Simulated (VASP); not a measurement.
OSZICAR of a VASP run on C (diamond):

File OSZICAR:
```
       N       E                     dE             d eps       ncg     rms          rms(c)
DAV:   1    -0.231849823339E+01   -0.23185E+01   -0.95281E-01   904   0.119E+01    0.791E-01
DAV:   2    -0.260799792613E+01   -0.28950E+00   -0.24532E+00   752   0.189E+01    0.269E+00
DAV:   3    -0.279520135675E+01   -0.18720E+00   -0.42933E-02  1032   0.237E+00    0.334E+00
DAV:   4    -0.228085889244E+01    0.51434E+00   -0.15692E-02   816   0.147E+00    0.248E+00
DAV:   5    -0.155031214124E+01    0.73055E+00   -0.20777E-02   784   0.151E+00    0.716E-01
DAV:   6    -0.156281696903E+01   -0.12505E-01   -0.10712E-02   848   0.129E+00    0.869E-01
DAV:   7    -0.148603531985E+01    0.76782E-01   -0.89365E-04   872   0.289E-01    0.708E-01
DAV:   8    -0.127936440783E+01    0.20667E+00   -0.64713E-03   808   0.947E-01    0.150E-01
DAV:   9    -0.127536113426E+01    0.40033E-02   -0.67193E-04   976   0.343E-01    0.158E-01
DAV:  10    -0.127300945007E+01    0.23517E-02   -0.28064E-06   800   0.206E-02    0.161E-01
DAV:  11    -0.130374587831E+01   -0.30736E-01   -0.47610E-05   792   0.931E-02    0.579E-02
DAV:  12    -0.131941273329E+01   -0.15667E-01   -0.73222E-05   768   0.951E-02    0.294E-02
DAV:  13    -0.132980548069E+01   -0.10393E-01   -0.10506E-05   904   0.393E-02    0.521E-03
DAV:  14    -0.133218972788E+01   -0.23842E-02   -0.44840E-06   952   0.261E-02    0.191E-03
DAV:  15    -0.133387970339E+01   -0.16900E-02   -0.13813E-06   376   0.149E-02    0.969E-04
DAV:  16    -0.133412829830E+01   -0.24859E-03   -0.21315E-07   376   0.588E-03    0.131E-03
DAV:  17    -0.133434477333E+01   -0.21648E-03   -0.33820E-08   376   0.239E-03    0.715E-04
DAV:  18    -0.133461196489E+01   -0.26719E-03   -0.61565E-09   376   0.101E-03    0.591E-05
DAV:  19    -0.133455587051E+01    0.56094E-04   -0.47004E-09   376   0.923E-04    0.153E-04
DAV:  20    -0.133460894041E+01   -0.53070E-04   -0.46056E-10   376   0.272E-04    0.184E-05
DAV:  21    -0.133460633394E+01    0.26065E-05   -0.34616E-11   376   0.844E-05    0.339E-05
DAV:  22    -0.133462392865E+01   -0.17595E-04   -0.93958E-12   376   0.495E-05    0.196E-05
DAV:  23    -0.133462631034E+01   -0.23817E-05   -0.78100E-12   376   0.401E-05    0.111E-05
DAV:  24    -0.133462351579E+01    0.27945E-05   -0.23254E-12   376   0.181E-05    0.312E-06
DAV:  25    -0.133462412450E+01   -0.60871E-06   -0.22192E-13   376   0.746E-06
   1 F= -.13346241E+01 E0= -.13346241E+01  d E =-.508249E-19
       N       E                     dE             ncg
```

Task: Which electronic solver shows in the log?

Result: It is blocked Davidson (ALGO = Normal, or the opening steps of other solvers). The INCAR had ALGO = Normal.

Task: Can the final energy be trusted as converged?

Result: Self-consistency was reached. It stopped with EDIFF = 1E-6, NELM = 200 (modified Becke-Johnson potential (mBJ), plane waves, VASP's PBE PAW potentials (set 64)). mBJ is a potential without an energy functional, so only the levels count.

The compound is C in the diamond structure. It was relaxed first. The cell's shape comes from a PBE relaxation.
